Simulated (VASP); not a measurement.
Method: vdW-DF2, VASP's PBE PAW potentials (set 64) (plane waves; VASP 6.6.1).

A VASP calculation is set up with these files.

### INCAR
```
SYSTEM = Re
PREC = Accurate; ENCUT = 520; LREAL = .False.
LASPH = .True.
EDIFF = 1E-7; NELM = 100; ALGO = Normal
LMAXMIX = 6
ISMEAR = -5
GGA = ML; LUSE_VDW = .True.; AGGAC = 0.0
ZAB_VDW = -1.8867
ISIF = 2
LWAVE = .False.; LCHARG = .True.; LORBIT = 11
NEDOS = 601
```

**KPOINTS**
```
Automatic mesh
0
Gamma
16 16 9
0 0 0
```

File POSCAR:
```
Re
1
    1.4187204169    -2.4572957196     0.0000000000
    1.4187204169     2.4572957196    -0.0000000000
    0.0000000000    -0.0000000000     4.5689643407
Re
2
Direct
  0.3333330000   0.6666670000   0.2500000000
  0.6666670000   0.3333330000   0.7500000000
```

POTCAR, in this order: Re (PBE.64 set). Program: vasp_std.

What VASP printed:

### OSZICAR
```
       N       E                     dE             d eps       ncg     rms          rms(c)
DAV:   1     0.360747566759E+02    0.36075E+02   -0.68375E+03  5982   0.154E+03
DAV:   2    -0.114879665122E+02   -0.47563E+02   -0.41418E+02  5338   0.313E+02
DAV:   3    -0.176906474517E+02   -0.62027E+01   -0.51045E+01  5700   0.237E+02
DAV:   4    -0.180946270415E+02   -0.40398E+00   -0.36670E+00  6118   0.280E+01
DAV:   5    -0.181106551448E+02   -0.16028E-01   -0.15166E-01  5867   0.362E+00    0.522E+01
DAV:   6    -0.171239610786E+02    0.98669E+00   -0.11137E+00  6029   0.394E+01    0.196E+01
DAV:   7    -0.168470344681E+02    0.27693E+00   -0.62276E-01  6289   0.276E+01    0.718E-01
DAV:   8    -0.168372571106E+02    0.97774E-02   -0.19628E-02  6588   0.398E+00    0.993E-01
DAV:   9    -0.168372447458E+02    0.12365E-04   -0.10872E-03  5438   0.428E-01    0.561E-02
DAV:  10    -0.168372941906E+02   -0.49445E-04   -0.79264E-05  6424   0.254E-01    0.272E-02
DAV:  11    -0.168372731949E+02    0.20996E-04   -0.28027E-06  6045   0.264E-02    0.922E-03
DAV:  12    -0.168372711902E+02    0.20046E-05   -0.56986E-08  3147   0.791E-03    0.204E-03
DAV:  13    -0.168372711890E+02    0.11828E-08   -0.57385E-08  3006   0.755E-03
   1 F= -.16837271E+02 E0= -.16837271E+02  d E =0.000000E+00
```

File OUTCAR:
```
------------------------ aborting loop because EDIFF is reached ----------------------------------------
  FORCE on cell =-STRESS in cart. coord.  units (eV):
  Direction    XX          YY          ZZ          XY          YZ          ZX
  --------------------------------------------------------------------------------------
  Total        0.0002112      0.0002112      0.0907015      0.0000000      0.0000000      0.0000000
  in kB        0.0106214      0.0106214      4.5616613      0.0000000      0.0000000      0.0000000
  external PRESSURE =       1.5276347 kB  Pullay stress =       0.0000000 kB
  volume of cell :       31.86
      direct lattice vectors                 reciprocal lattice vectors
     1.418720417 -2.457295720  0.000000000     0.352430256 -0.203475714  0.000000000
     1.418720417  2.457295720  0.000000000     0.352430256  0.203475714  0.000000000
     0.000000000  0.000000000  4.568964341     0.000000000  0.000000000  0.218867981
 POSITION                                       TOTAL-FORCE (eV/Angst)
 -----------------------------------------------------------------------------------
      1.41872      0.81910      1.14224         0.000000     -0.000000      0.000000
      1.41872     -0.81910      3.42672        -0.000000      0.000000      0.000000
 -----------------------------------------------------------------------------------
    total drift:                               -0.000000      0.000018     -0.000017
  FREE ENERGIE OF THE ION-ELECTRON SYSTEM (eV)
  ---------------------------------------------------
  free  energy   TOTEN  =       -16.8372711890 eV

  energy  without entropy=      -16.8372711890  energy(sigma->0) =      -16.83727119

 total charge

# of ion       s       p       d       tot
------------------------------------------
    1        0.588   0.581   4.927   6.097
    2        0.588   0.581   4.927   6.097
--------------------------------------------------
tot          1.177   1.163   9.853  12.193
```
(Selected blocks of OUTCAR.)

For a metal the tetrahedron method with Blöchl corrections gives inexact stress and forces.

The compound is Re in the hcp structure. It was relaxed first, which changed the volume by +8 %.
